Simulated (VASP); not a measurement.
# ReS (F-43m) in VASP: a series of runs

Runs on ReS. Level: PBEsol. Tasks: single point.

All numbers are computed with VASP 6.6.1; they aren't measurements. Logs are shortened: lines on timing, memory, paths and dates and some standing lists are left out, and cuts for length are marked.

## (1) The crystal as given

The structure is cubic, space group F-43m (No. 216). Conventional cell: a = 5.183 Å, b = 5.183 Å, c = 5.183 Å, α = 90.00°, β = 90.00°, γ = 90.00°. Re (site symmetry -43m) is surrounded by 4 S at 2.24 Å. S (site symmetry -43m) is surrounded by 4 Re at 2.24 Å.

The cell comes from a database or a generator and needn't be the stable form of this composition.

## (2) Single point, PBEsol, collinear spin, typed start

Contents of INCAR:

```
PREC = Accurate
ENCUT = 520
EDIFF = 1E-7
ISMEAR = 0
SIGMA = 0.05
LREAL = False
LASPH = True
NELM = 150
ALGO = Fast
ISIF = 2
LWAVE = False
LCHARG = True
ISPIN = 2
MAGMOM = 0.05 0
LORBIT = 11
LMAXMIX = 4
GGA = PS
LELF = True
LVHAR = True
NBANDS = 18
```

Contents of KPOINTS:

```
Automatic mesh
0
Gamma
  10 10 10
```

Contents of POSCAR:

```
ReS
1.0
    0.0000000000      2.5914766101      2.5914766101
    2.5914766101      0.0000000000      2.5914766101
    2.5914766101      2.5914766101      0.0000000000
Re S
1 1
Direct
    0.0000000000      0.0000000000      0.0000000000
    0.2500000000      0.2500000000      0.2500000000
```

Potentials or basis: VASP PAW PBE potentials, release 64 (Re, S).

Started as:

```sh
$ cat potpaw_PBE.64/Re/POTCAR potpaw_PBE.64/S/POTCAR > POTCAR
$ mpirun -np 1 vasp_std > vasp.out
```

OUTCAR:

```text
PREC = Accurate
   ENCUT = 520
   EDIFF = 1E-7
   ISMEAR = 0
   LREAL = False
   LASPH = True
   NELM = 150
   ISIF = 2
   ISPIN = 2
   LORBIT = 11
   GGA = PS

 ion  position               nearest neighbor table
   1  0.000  0.000  0.000-   2 2.24   2 2.24   2 2.24   2 2.24
   2  0.250  0.250  0.250-   1 2.24   1 2.24   1 2.24   1 2.24

  LATTYP: Found a face centered cubic cell.
 ALAT       =     5.1829532202

  Lattice vectors:

 A1 = (   0.0000000000,   2.5914766101,   2.5914766101)
 A2 = (   2.5914766101,   0.0000000000,   2.5914766101)
 A3 = (   2.5914766101,   2.5914766101,   0.0000000000)

Analysis of symmetry for initial positions (statically):
=====================================================================
 Subroutine PRICEL returns:
 Original cell was already a primitive cell.

 Routine SETGRP: Setting up the symmetry group for a
 face centered cubic supercell.

 Subroutine GETGRP returns: Found 24 space group operations
 (whereof 24 operations were pure point group operations)
 out of a pool of 48 trial point group operations.

The static configuration has the point symmetry T_d .

Analysis of symmetry for dynamics (positions and initial velocities):
=====================================================================
 Subroutine PRICEL returns:
 Original cell was already a primitive cell.

 Routine SETGRP: Setting up the symmetry group for a
 face centered cubic supercell.

 Subroutine GETGRP returns: Found 24 space group operations
 (whereof 24 operations were pure point group operations)
 out of a pool of 48 trial point group operations.

The dynamic configuration has the point symmetry T_d .

Analysis of structural, dynamic, and magnetic symmetry:
=====================================================================
 Subroutine PRICEL returns:
 Original cell was already a primitive cell.

 Routine SETGRP: Setting up the symmetry group for a
 face centered cubic supercell.

 Subroutine GETGRP returns: Found 24 space group operations
 (whereof 24 operations were pure point group operations)
 out of a pool of 48 trial point group operations.

The overall configuration has the point symmetry T_d .

 Subroutine INISYM returns: Found 24 space group operations
 (whereof 24 operations are pure point group operations),
 and found     1 'primitive' translations

----------------------------------------------------------------------------------------

                                     Primitive cell

  volume of cell :      34.8074

  direct lattice vectors                    reciprocal lattice vectors
     0.000000000  2.591476610  2.591476610    -0.192940194  0.192940194  0.192940194
     2.591476610  0.000000000  2.591476610     0.192940194 -0.192940194  0.192940194
     2.591476610  2.591476610  0.000000000     0.192940194  0.192940194 -0.192940194

  length of vectors
     3.664901369  3.664901369  3.664901369     0.334182219  0.334182219  0.334182219

  position of ions in fractional coordinates (direct lattice)
     0.000000000  0.000000000  0.000000000
     0.250000000  0.250000000  0.250000000

  ion indices of the primitive-cell ions
   primitive index   ion index
                 1           1
                 2           2

----------------------------------------------------------------------------------------

 KPOINTS: Automatic mesh

Automatic generation of k-mesh.
 Grid dimensions read from file:
 generate k-points for:   10   10   10

 Generating k-lattice:

  Cartesian coordinates                     Fractional coordinates (reciprocal lattice)
    -0.019294019  0.019294019  0.019294019     0.100000000  0.000000000  0.000000000
     0.019294019 -0.019294019  0.019294019     0.000000000  0.100000000  0.000000000
     0.019294019  0.019294019 -0.019294019     0.000000000  0.000000000  0.100000000

  Length of vectors
     0.033418222  0.033418222  0.033418222

  Shift w.r.t. Gamma in fractional coordinates (k-lattice)
     0.000000000  0.000000000  0.000000000

 Subroutine IBZKPT returns following result:
 ===========================================

 Found     47 irreducible k-points:

 Following reciprocal coordinates:
            Coordinates               Weight
  0.000000  0.000000  0.000000      1.000000
  0.100000  0.000000  0.000000      8.000000
  0.200000  0.000000  0.000000      8.000000
  0.300000  0.000000  0.000000      8.000000
  0.400000  0.000000  0.000000      8.000000
  0.500000  0.000000  0.000000      4.000000
[... 16 lines left out ...]
  0.300000  0.300000  0.000000      6.000000
  0.400000  0.300000  0.000000     24.000000
 [... further k-points ...]
   k-points           NKPTS =     47   k-points in BZ     NKDIM =     47   number of bands    NBANDS=     18
   number of dos      NEDOS =    301   number of ions     NIONS =      2
   total plane-waves  NPLWV =  21952
   dimension x,y,z NGX =    28 NGY =   28 NGZ =   28
   dimension x,y,z NGXF=    56 NGYF=   56 NGZF=   56
   ions per type =               1   1
   NGX,Y,Z   is equivalent  to a cutoff of  12.70, 12.70, 12.70 a.u.
   NGXF,Y,Z  is equivalent  to a cutoff of  25.40, 25.40, 25.40 a.u.
 SYSTEM =  unknown system
   PREC   = accura    normal or accurate (medium, high low for compatibility)
   ISTART =      0    job   : 0-new  1-cont  2-samecut
   ICHARG =      2    charge: 1-file 2-atom 10-const
   ISPIN  =      2    spin polarized calculation?
   LNONCOLLINEAR =      F non collinear calculations
   LSORBIT =      F    spin-orbit coupling
   LASPH  =      T    aspherical Exc in radial PAW
   ENCUT  =  520.0 eV  38.22 Ry    6.18 a.u.   6.81  6.81  6.81*2*pi/ulx,y,z
   NELM   =    150;   NELMIN=  2; NELMDL= -5     # of ELM steps
   EDIFF  = 0.1E-06   stopping-criterion for ELM
   LREAL  =      F    real-space projection
   EDIFFG = 0.1E-05   stopping-criterion for IOM
   NSW    =      0    number of steps for IOM
   IBRION =     -1    ionic relax: 0-MD 1-quasi-New 2-CG
   NFREE  =      0    steps in history (QN), initial steepest desc. (CG)
   ISIF   =      2    stress and relaxation
   ISYM   =      2    0-nonsym 1-usesym 2-fastsym
   POTIM  = 0.5000    time-step for ionic-motion
   TEBEG  =    0.0;   TEEND  =   0.0 temperature during run
   PSTRESS=    0.0 pullay stress
   NELECT =      13.0000    total number of electrons
   NUPDOWN=      -1.0000    fix difference up-down
   EMIN   =  10.00;   EMAX   =-10.00  energy-range for DOS
   EFERMI =   0.00;   METHOD = LEGACY
   ISMEAR =     0;   SIGMA  =   0.05  broadening in eV -4-tet -1-fermi 0-gaus
   EFERMI_NEDOS =   21; number of points for ismear=-14 and -15
   IALGO  =     68    algorithm
   IMIX   =      4    mixing-type and parameters
     AMIX     =   0.40;   BMIX     =  1.00
     AMIX_MAG =   1.60;   BMIX_MAG =  1.00
  volume/ion in A,a.u.               =      17.40       117.45
  Fermi-wavevector in a.u.,A,eV,Ry     =   1.178959  2.227909 18.911337  1.389944
  Thomas-Fermi vector in A             =   2.315278
   LORBIT       =     11    0 simple, 1 ext, 2 COOP (PROOUT), +10 PAW based schemes
   GGA     = PS    functional components
   LHFCALC =     F    Hartree Fock is set to
   AEXX    =    0.0000 exact exchange contribution
   IVDW    =     0    specifies the selected vdW correction
   LEPSILON=     F    determine dielectric tensor
   LRPA    =     F    only Hartree local field effects (RPA)
 spin polarized calculation
 RMM-DIIS sequential band-by-band and
 Gauss-broadening in eV      SIGMA  =   0.05
  energy-cutoff  :      520.00
  volume of cell :       34.81
 maximum number of plane-waves:       960
   NGX = 13   NGY = 13   NGZ = 13

 number of electron      12.9999999 magnetization       0.0412150

 Free energy of the ion-electron system (eV)
  ---------------------------------------------------
  ext. energy  EPLUGINS =         0.00000000
  ---------------------------------------------------
  free energy    TOTEN  =       -17.09080733 eV

  energy without entropy =      -17.08665350  energy(sigma->0) =      -17.08873041

 E-fermi :   6.5541     XC(G=0): -11.4821

 val. band max:        6.5525245710   @ k =  -0.3000   0.2000   0.0000
 cond. band min:       6.5568949394   @ k =   0.5000   0.3000   0.1000
 fundamental gap:      0.0043703684
 Fermi energy:         6.5541433020

 spin component 1

 k-point     1 :       0.0000    0.0000    0.0000
  band No.  band energies     occupation
      1      -9.4067      1.00000
      2       0.1570      1.00000
      3       0.1570      1.00000
      4       0.1570      1.00000
      5       5.3399      1.00000
      6       5.3399      1.00000
[... 10 lines left out ...]
     17      22.3361      0.00000
     18      22.3361      0.00000

 k-point     2 :       0.1000    0.0000    0.0000
  band No.  band energies     occupation
      1      -9.3075      1.00000
      2       0.0124      1.00000
      3       0.2177      1.00000
      4       0.2177      1.00000
      5       5.2830      1.00000
      6       5.2830      1.00000
[... 10 lines left out ...]
     17      22.9980      0.00000
     18      23.2314      0.00000

 k-point     3 :       0.2000    0.0000    0.0000
  band No.  band energies     occupation
      1      -9.0413      1.00000
      2      -0.2819      1.00000
      3       0.3685      1.00000
      4       0.3685      1.00000
      5       5.2171      1.00000
      6       5.2171      1.00000
[... 412 lines left out ...]
 k-point    23 :       0.3000    0.3000    0.0000
  band No.  band energies     occupation
      1      -8.4552      1.00000
      2      -0.9872      1.00000
      3       1.0238      1.00000
      4       1.0238      1.00000
      5       3.9562      1.00000
      6       6.1858      1.00000
[... 10 lines left out ...]
     17      25.5050      0.00000
     18      25.5102      0.00000

 k-point    24 :       0.4000    0.3000    0.0000
  band No.  band energies     occupation
      1      -8.2251      1.00000
      2      -1.0454      1.00000
      3       1.1581      1.00000
      4       1.2389      1.00000
      5       3.9988      1.00000
      6       6.3489      1.00000
[... 10 lines left out ...]
     17      24.5137      0.00000
     18      24.9448      0.00000

 [... further k-points ...]

 spin component 2

 k-point     1 :       0.0000    0.0000    0.0000
  band No.  band energies     occupation
      1      -9.4010      1.00000
      2       0.1662      1.00000
      3       0.1662      1.00000
      4       0.1662      1.00000
      5       5.3679      1.00000
      6       5.3679      1.00000
[... 10 lines left out ...]
     17      22.3464      0.00000
     18      22.3464      0.00000

 k-point     2 :       0.1000    0.0000    0.0000
  band No.  band energies     occupation
      1      -9.3019      1.00000
      2       0.0216      1.00000
      3       0.2269      1.00000
      4       0.2269      1.00000
      5       5.3106      1.00000
      6       5.3106      1.00000
[... 10 lines left out ...]
     17      23.1738      0.00000
     18      23.2416      0.00000

 k-point     3 :       0.2000    0.0000    0.0000
  band No.  band energies     occupation
      1      -9.0359      1.00000
      2      -0.2728      1.00000
      3       0.3777      1.00000
      4       0.3777      1.00000
      5       5.2438      1.00000
      6       5.2438      1.00000
[... 412 lines left out ...]
 k-point    23 :       0.3000    0.3000    0.0000
  band No.  band energies     occupation
      1      -8.4504      1.00000
      2      -0.9769      1.00000
      3       1.0321      1.00000
      4       1.0321      1.00000
      5       3.9770      1.00000
      6       6.2158      1.00000
[... 10 lines left out ...]
     17      25.5152      0.00000
     18      28.0569      0.00000

 k-point    24 :       0.4000    0.3000    0.0000
  band No.  band energies     occupation
      1      -8.2205      1.00000
      2      -1.0349      1.00000
      3       1.1663      1.00000
      4       1.2470      1.00000
      5       4.0175      1.00000
      6       6.3786      1.00000
[... 10 lines left out ...]
     17      24.5223      0.00000
     18      24.9542      0.00000

 [... further k-points ...]

------------------------ aborting loop because EDIFF is reached ----------------------------------------

  FORCE on cell =-STRESS in cart. coord.  units (eV):
  Direction    XX          YY          ZZ          XY          YZ          ZX
  --------------------------------------------------------------------------------------
  -------------------------------------------------------------------------------------
  Total        0.4357129      0.4357129      0.4357129     -0.0000000     -0.0000000      0.0000000
  in kB       20.0557579     20.0557579     20.0557579     -0.0000000     -0.0000000      0.0000000
  external PRESSURE =      20.0557579 kB  Pullay stress =       0.0000000 kB

 VOLUME and BASIS-vectors are now :
 -----------------------------------------------------------------------------
  energy-cutoff  :      520.00
  volume of cell :       34.81
      direct lattice vectors                 reciprocal lattice vectors
     0.000000000  2.591476610  2.591476610    -0.192940194  0.192940194  0.192940194
     2.591476610  0.000000000  2.591476610     0.192940194 -0.192940194  0.192940194
     2.591476610  2.591476610  0.000000000     0.192940194  0.192940194 -0.192940194

 POSITION                                       TOTAL-FORCE (eV/Angst)
 -----------------------------------------------------------------------------------
      0.00000      0.00000      0.00000         0.000000      0.000000      0.000000
      1.29574      1.29574      1.29574        -0.000000     -0.000000     -0.000000
 -----------------------------------------------------------------------------------
    total drift:                                0.000000      0.000000     -0.000000

  FREE ENERGIE OF THE ION-ELECTRON SYSTEM (eV)
  ---------------------------------------------------
  free  energy   TOTEN  =       -17.0908073314 eV

  energy  without entropy=      -17.0866534969  energy(sigma->0) =      -17.08873041

 total charge

# of ion       s       p       d       tot
------------------------------------------
    1        0.555   0.495   5.233   6.282
    2        1.294   2.383   0.000   3.677
--------------------------------------------------
tot          1.849   2.878   5.233   9.959

 magnetization (x)

# of ion       s       p       d       tot
------------------------------------------
    1        0.002   0.002   0.032   0.036
    2       -0.000   0.001   0.000   0.001
--------------------------------------------------
tot          0.002   0.002   0.032   0.036
```

Run time: 58 s. Hardware: 1 thread of Intel Xeon Platinum 8488C (Sapphire Rapids), shared host; peak memory 0.2 GiB.

Results:

| Item | Value |
| --- | --- |
| Free energy | -17.0908 eV |
| Pressure | 2.0 GPa |
| Band gap on the k mesh | none (metal or under the smearing width) |
| Net moment | 0.04 μB per cell |
| Site moments | Re +0.04; S +0.00 μB |
| Valence electrons inside the program's atomic spheres | Re 6.28; S 3.68 |

Levels at points of the mesh, in eV from the Fermi level:
Spin up:
```
           k point  band 3  band 4  band 5  band 6  band 7  band 8  band 9  band 10
(0.00, 0.00, 0.00)   -6.40   -6.40   -1.21   -1.21    1.29    4.94    4.94     4.94
(0.50, 0.00, 0.00)   -5.88   -5.88   -0.66   -0.66   -0.63    2.39    2.39     3.88
(0.50, 0.50, 0.00)   -4.82   -4.82   -2.51   -0.81    0.19    0.60    0.60     8.04
```
Spin down:
```tsv
k point	band 3	band 4	band 5	band 6	band 7	band 8	band 9	band 10
(0.00, 0.00, 0.00)	-6.39	-6.39	-1.19	-1.19	1.30	4.95	4.95	4.95
(0.50, 0.00, 0.00)	-5.87	-5.87	-0.63	-0.63	-0.61	2.40	2.40	3.89
(0.50, 0.50, 0.00)	-4.81	-4.81	-2.50	-0.79	0.22	0.61	0.61	8.06
```

Caveat: the PAW data sets were made with another functional, which shifts forces and pressure a little. Spin-orbit coupling is left out, which matters for the levels of Re.

## (3) Single point, PBEsol, collinear spin, typed start

This run uses another cell than the first one, of 19.51 Å³/atom, 1.121 times its volume.

Contents of INCAR:

```
SYSTEM = ReS
PREC = Accurate ; ENCUT = 520
EDIFF = 1E-6 ; ISMEAR = 0
SIGMA = 0.05 ; LREAL = .False.
LASPH = .True. ; NELM = 150
ALGO = Normal ; ISIF = 2
LWAVE = .False. ; LCHARG = .False.
ISPIN = 2 ; MAGMOM = 2 0
LORBIT = 11 ; LMAXMIX = 4
GGA = PS ; NBANDS = 18
```

Contents of KPOINTS:

```
Automatic mesh
0
Gamma
  10 10 10
  0 0 0
```

Contents of POSCAR:

```
ReS
1.0
    0.0000000000      2.6918378951      2.6918378951
    2.6918378951      0.0000000000      2.6918378951
    2.6918378951      2.6918378951      0.0000000000
Re S
1 1
Direct
    0.0000000000      0.0000000000      0.0000000000
    0.2500000000      0.2500000000      0.2500000000
```

Potentials or basis: VASP PAW PBE potentials, release 64 (Re, S).

Started as:

```sh
$ cat potpaw_PBE.64/Re/POTCAR potpaw_PBE.64/S/POTCAR > POTCAR
$ mpirun -np 1 vasp_std > vasp.out
```

Run time: 44 s. Hardware: 1 thread of Intel Xeon Platinum 8488C (Sapphire Rapids), shared host; peak memory 0.2 GiB.

Results (log left out):

| Property | Result |
| --- | --- |
| Free energy | -16.8815 eV |
| Pressure | -16.1 GPa |
| Band gap on the k mesh | none (metal or under the smearing width) |
| Net moment | 0.17 μB per cell |
| Site moments | Re +0.15; S -0.00 μB |
| Valence electrons inside the program's atomic spheres | Re 5.93; S 3.61 |

Levels at points of the mesh, in eV from the Fermi level:
Spin up:
```csv
k point,band 2,band 3,band 4,band 5,band 6,band 7,band 8,band 9,band 10,band 11
"(0.00, 0.00, 0.00)",-5.83,-5.83,-5.83,-1.03,-1.03,0.88,4.34,4.34,4.34,7.64
"(0.50, 0.00, 0.00)",-6.59,-5.40,-5.40,-0.59,-0.59,-0.57,2.10,2.10,3.54,8.43
"(0.50, 0.50, 0.00)",-7.18,-4.58,-4.58,-2.08,-0.80,0.09,0.53,0.53,6.90,7.61
```
Spin down:
| k point | band 2 | band 3 | band 4 | band 5 | band 6 | band 7 | band 8 | band 9 | band 10 | band 11 |
| --- | --- | --- | --- | --- | --- | --- | --- | --- | --- | --- |
| (0.00, 0.00, 0.00) | -5.80 | -5.80 | -5.80 | -0.91 | -0.91 | 0.92 | 4.37 | 4.37 | 4.37 | 7.69 |
| (0.50, 0.00, 0.00) | -6.56 | -5.36 | -5.36 | -0.51 | -0.48 | -0.48 | 2.14 | 2.14 | 3.58 | 8.47 |
| (0.50, 0.50, 0.00) | -7.14 | -4.55 | -4.55 | -2.02 | -0.70 | 0.23 | 0.59 | 0.59 | 6.95 | 7.67 |

Caveat: so large a pressure means that the cell lies far from this level's equilibrium, or that cutoff or potentials fall short; the potentials were made for another functional, which shifts forces and pressure. The run has no spin-orbit coupling, so splittings on Re are missing.

(Part 1 of 2 ends here.)
